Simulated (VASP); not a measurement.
```
Zr
1.0
    1.59939    -2.77022     0.00000
    1.59939     2.77022     0.00000
    0.00000     0.00000     5.15208
Zr
2
Direct
  0.33333   0.66667   0.25000
  0.66667   0.33333   0.75000
```

Calculation: optB86b-vdW, VASP's PBE PAW potentials (set 64) (plane waves; VASP). Numerical set-up: 520 eV cut-off, Gaussian smearing of 0.050 eV, potentials Zr_sv.

Q: Estimate the band gap (along the path) with the smallest direct gap where there is one.

A: 
```yaml
band gap (along the path): none (metal, semimetal or under 0.01 eV)
```

The absolute energy has meaning only against runs of the same code, potentials and settings.

The compound is Zr in the hcp structure. It was relaxed first.
